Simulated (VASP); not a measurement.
An input for Quantum ESPRESSO's pw.x (written as the equivalent of a VASP run, and not itself run):

```
&CONTROL
  calculation = 'vc-relax'
  pseudo_dir = './pseudo'
  outdir = './out'
  tprnfor = .true.
  tstress = .true.
  nstep = 60
  forc_conv_thr = 0.00078
/
&SYSTEM
  ibrav = 0
  nat = 4
  ntyp = 2
  ecutwfc = 82
  occupations = 'smearing'
  smearing = 'gaussian'
  degauss = 0.003675
  input_dft = 'pbesol'
/
&ELECTRONS
  conv_thr = 7.3e-08
  electron_maxstep = 100
/
&IONS
/
&CELL
/
ATOMIC_SPECIES
  Ag 107.868 Ag.upf
  I 126.904 I.upf
CELL_PARAMETERS angstrom
     4.5623411    0.0000000    0.0000000
    -2.2811706    3.9511037   -0.0000000
     0.0000000    0.0000000    7.4477684
ATOMIC_POSITIONS crystal
  Ag   0.3333330  0.6666670  0.0000815
  Ag   0.6666670  0.3333330  0.5000815
  I    0.3333330  0.6666670  0.3749185
  I    0.6666670  0.3333330  0.8749185
K_POINTS automatic
  5 5 3 0 0 0
```

Task: Write the VASP files for the same calculation (PBEsol).

Result: Several could match; the one computed here: 
### INCAR
```
SYSTEM=AgI
PREC=Accurate; ENCUT=480; LREAL=.FALSE.
LASPH=.TRUE.
EDIFF=1E-6; NELM=100; ALGO=Normal
LMAXMIX=4
ISMEAR=0; SIGMA=0.05
GGA=PS
IBRION=2; NSW=60; ISIF=3
EDIFFG=-0.02
LWAVE=.FALSE.; LCHARG=.FALSE.
```

File POSCAR:
```
AgI
1
    4.5623411492     0.0000000000     0.0000000000
   -2.2811705746     3.9511037254    -0.0000000000
    0.0000000000     0.0000000000     7.4477684278
Ag I
2 2
Direct
  0.3333330000   0.6666670000   0.0000815315
  0.6666670000   0.3333330000   0.5000815315
  0.3333330000   0.6666670000   0.3749184685
  0.6666670000   0.3333330000   0.8749184685
```

### KPOINTS
```
Automatic mesh
0
Gamma
5 5 3
0 0 0
```

POTCAR, in this order: Ag I (PBE.64 set). Program: vasp_std.

The two are equivalent in intent, not identical: the potentials are each code's own (VASP's PAW set, PseudoDojo norm-conserving files in pw.x), so ENCUT and ecutwfc are chosen apart and not converted; conv_thr bounds pw.x's estimated SCF error, while EDIFF bounds the energy change between steps; forc_conv_thr acts on force components and is met together with etot_conv_thr.

The compound is AgI in the wurtzite structure. It was relaxed first. The start is the result of an earlier pass.
